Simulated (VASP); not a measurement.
Output of a VASP run:

### OUTCAR
```
 ion  position               nearest neighbor table
   1  0.000  0.000  0.000-   2 2.86   2 2.86   2 2.86   2 2.86
   2  0.250  0.250  0.250-   1 2.86   1 2.86   1 2.86   1 2.86
  LATTYP: Found a face centered cubic cell.
 ALAT       =     6.5981168936
 Subroutine PRICEL returns:
 Original cell was already a primitive cell.
 Subroutine GETGRP returns: Found 24 space group operations
The static configuration has the point symmetry T_d .
The dynamic configuration has the point symmetry T_d .
 Subroutine INISYM returns: Found 24 space group operations
 Subroutine IBZKPT returns following result:
 Found     20 irreducible k-points:

 Following reciprocal coordinates:
            Coordinates               Weight
  0.000000  0.000000  0.000000      1.000000
  0.142857  0.000000  0.000000      8.000000
  0.285714  0.000000  0.000000      8.000000
  0.428571  0.000000  0.000000      8.000000
  0.142857  0.142857  0.000000      6.000000
  0.285714  0.142857  0.000000     24.000000
  0.428571  0.142857  0.000000     24.000000
 -0.428571  0.142857  0.000000     24.000000
 -0.285714  0.142857  0.000000     24.000000
 -0.142857  0.142857  0.000000     12.000000
  0.285714  0.285714  0.000000      6.000000
  0.428571  0.285714  0.000000     24.000000
 -0.428571  0.285714  0.000000     24.000000
 -0.285714  0.285714  0.000000     12.000000
  0.428571  0.428571  0.000000      6.000000
 -0.428571  0.428571  0.000000     12.000000
  0.428571  0.285714  0.142857     24.000000
 -0.428571  0.285714  0.142857     48.000000
 -0.428571  0.428571  0.142857     24.000000
 -0.285714  0.428571  0.142857     24.000000
   k-points           NKPTS =     20   k-points in BZ     NKDIM =     20   number of bands    NBANDS=     13
   number of dos      NEDOS =    301   number of ions     NIONS =      2
   total plane-waves  NPLWV =  46656
   dimension x,y,z NGX =    36 NGY =   36 NGZ =   36
   dimension x,y,z NGXF=    72 NGYF=   72 NGZF=   72
   ions per type =               1   1
   PREC   = accura    normal or accurate (medium, high low for compatibility)
   ISTART =      0    job   : 0-new  1-cont  2-samecut
   ICHARG =      2    charge: 1-file 2-atom 10-const
   ISPIN  =      1    spin polarized calculation?
   LNONCOLLINEAR =      F non collinear calculations
   LSORBIT =      F    spin-orbit coupling
   INIWAV =      1    electr: 0-lowe 1-rand  2-diag
   ENCUT  =  520.0 eV  38.22 Ry    6.18 a.u.   8.67  8.67  8.67*2*pi/ulx,y,z
   NELM   =    100;   NELMIN=  2; NELMDL= -5     # of ELM steps
   EDIFF  = 0.1E-06   stopping-criterion for ELM
   LREAL  =      F    real-space projection
   NLSPLINE    = F    spline interpolate recip. space projectors
   LMAXMIX     =    4 max onsite mixed and CHGCAR
   VOSKOWN=      0    Vosko Wilk Nusair interpolation
   EDIFFG = 0.1E-05   stopping-criterion for IOM
   NSW    =      0    number of steps for IOM
   NBLOCK =      1;   KBLOCK =      1    inner block; outer block
   IBRION =     -1    ionic relax: 0-MD 1-quasi-New 2-CG
   NFREE  =      0    steps in history (QN), initial steepest desc. (CG)
   ISIF   =      2    stress and relaxation
   ISYM   =      2    0-nonsym 1-usesym 2-fastsym
   TEIN   =    0.0    initial temperature
   TEBEG  =    0.0;   TEEND  =   0.0 temperature during run
   SMASS  =  -3.00    Nose mass-parameter (am)
   PSTRESS=    0.0 pullay stress
   NELECT =      18.0000    total number of electrons
   EFERMI =   0.00;   METHOD = LEGACY
   ISMEAR =     0;   SIGMA  =   0.05  broadening in eV -4-tet -1-fermi 0-gaus
   IALGO  =     38    algorithm
   LDIAG  =      T    sub-space diagonalisation (order eigenvalues)
   IMIX   =      4    mixing-type and parameters
     AMIX     =   0.40;   BMIX     =  1.00
     AMIX_MAG =   1.60;   BMIX_MAG =  1.00
     AMIN     =   0.10
   METAGGA = SCAN    functional components
   VOSKOWN =     0    Vosko Wilk Nusair interpolation
   LHFCALC =     F    Hartree Fock is set to
   LHFONE  =     F    Hartree Fock one center treatment
...
```

### OSZICAR
```
       N       E                     dE             d eps       ncg     rms          rms(c)
DAV:   1     0.364583449909E+02    0.36458E+02   -0.82421E+03   520   0.120E+03
DAV:   2    -0.690396063462E+02   -0.10550E+03   -0.10149E+03   565   0.282E+02
DAV:   3    -0.733394508885E+02   -0.42998E+01   -0.42896E+01   630   0.594E+01
DAV:   4    -0.733807631373E+02   -0.41312E-01   -0.41308E-01   707   0.518E+00
DAV:   5    -0.733808714736E+02   -0.10834E-03   -0.10834E-03   620   0.259E-01    0.504E+00
DAV:   6    -0.689892171561E+02    0.43917E+01   -0.47833E+00   520   0.338E+01    0.719E+00
DAV:   7    -0.685838493648E+02    0.40537E+00   -0.34353E-01   520   0.917E+00    0.385E+00
DAV:   8    -0.684630684402E+02    0.12078E+00   -0.11816E-01   520   0.487E+00    0.157E+00
DAV:   9    -0.685494109251E+02   -0.86342E-01   -0.29678E-01   520   0.613E+00    0.388E-01
DAV:  10    -0.685493672020E+02    0.43723E-04   -0.28494E-02   520   0.225E+00    0.382E-01
DAV:  11    -0.686148635081E+02   -0.65496E-01   -0.79129E-02   520   0.342E+00    0.122E-01
DAV:  12    -0.686176964822E+02   -0.28330E-02   -0.43534E-03   560   0.854E-01    0.139E-01
DAV:  13    -0.686146667315E+02    0.30298E-02   -0.13841E-02   520   0.162E+00    0.103E-01
DAV:  14    -0.686185495688E+02   -0.38828E-02   -0.53201E-03   520   0.114E+00    0.104E-01
DAV:  15    -0.686187449896E+02   -0.19542E-03   -0.64544E-04   520   0.260E-01    0.116E-01
DAV:  16    -0.686190036016E+02   -0.25861E-03   -0.15567E-04   520   0.170E-01    0.100E-01
DAV:  17    -0.686191302094E+02   -0.12661E-03   -0.31538E-04   520   0.250E-01    0.536E-02
DAV:  18    -0.686190759633E+02    0.54246E-04   -0.16558E-04   520   0.159E-01    0.427E-02
DAV:  19    -0.686190853429E+02   -0.93796E-05   -0.60195E-05   530   0.108E-01    0.346E-02
DAV:  20    -0.686191132602E+02   -0.27917E-04   -0.23126E-06   570   0.174E-02    0.126E-02
DAV:  21    -0.686191307888E+02   -0.17529E-04   -0.26017E-06   530   0.246E-02    0.304E-03
DAV:  22    -0.686191229595E+02    0.78294E-05   -0.88064E-07   520   0.126E-02    0.169E-03
DAV:  23    -0.686191210200E+02    0.19395E-05   -0.43811E-07   530   0.800E-03    0.865E-04
DAV:  24    -0.686191202892E+02    0.73076E-06   -0.11038E-07   384   0.482E-03    0.386E-04
DAV:  25    -0.686191211975E+02   -0.90825E-06   -0.38423E-08   345   0.255E-03    0.499E-04
DAV:  26    -0.686191209281E+02    0.26940E-06   -0.28700E-09   265   0.698E-04    0.299E-04
DAV:  27    -0.686191209608E+02   -0.32729E-07   -0.14388E-09   275   0.491E-04
   1 F= -.68619121E+02 E0= -.68619121E+02  d E =-.853182E-14
```

File OUTCAR:
```
------------------------ aborting loop because EDIFF is reached ----------------------------------------
  FORCE on cell =-STRESS in cart. coord.  units (eV):
  Direction    XX          YY          ZZ          XY          YZ          ZX
  --------------------------------------------------------------------------------------
  Total       -0.5192835     -0.5192835     -0.5192835     -0.0000000     -0.0000000      0.0000000
  in kB      -11.5855071    -11.5855071    -11.5855071     -0.0000000     -0.0000000      0.0000000
  external PRESSURE =     -11.5855071 kB  Pullay stress =       0.0000000 kB
  volume of cell :       71.81
      direct lattice vectors                 reciprocal lattice vectors
     0.000000000  3.299058447  3.299058447    -0.151558394  0.151558394  0.151558394
     3.299058447  0.000000000  3.299058447     0.151558394 -0.151558394  0.151558394
     3.299058447  3.299058447  0.000000000     0.151558394  0.151558394 -0.151558394
  FREE ENERGIE OF THE ION-ELECTRON SYSTEM (eV)
  ---------------------------------------------------
  free  energy   TOTEN  =       -68.6191209608 eV

  energy  without entropy=      -68.6191209608  energy(sigma->0) =      -68.61912096
```
(Selected blocks of OUTCAR.)

### POSCAR
```
CdTe
1
    0.0000000000     3.2990584468     3.2990584468
    3.2990584468     0.0000000000     3.2990584468
    3.2990584468     3.2990584468     0.0000000000
Cd Te
1 1
Direct
  0.0000000000   0.0000000000   0.0000000000
  0.2500000000   0.2500000000   0.2500000000
```

Task: Write an INCAR and KPOINTS that could have produced this output.

Result: This is not unique; one that fits is the input of the run itself, SCAN meta-GGA, plane waves, VASP's PBE PAW potentials (set 64).

### INCAR
```
! general
SYSTEM  = CdTe
PREC    = Accurate
ENCUT   = 520
LREAL   = F   ! projection in real space or not
LASPH   = T

! electronic loop
EDIFF   = 1E-7
NELM    = 100   ! most electronic steps
ALGO    = Normal   ! blocked Davidson
LMAXMIX = 4
LMIXTAU = T

! smearing
ISMEAR  = 0
SIGMA   = 0.05

! functional
METAGGA = SCAN

! ions
ISIF    = 2   ! forces and stress, cell fixed

! output
LWAVE   = F
LCHARG  = F
```

### KPOINTS
```
Automatic
0
Gamma
7 7 7
```

POTCAR, in this order: Cd Te (PBE.64 set). Program: vasp_std.

The compound is CdTe in the zinc blende structure. This cell is one point of a volume scan, at 1.03 of the reference volume.
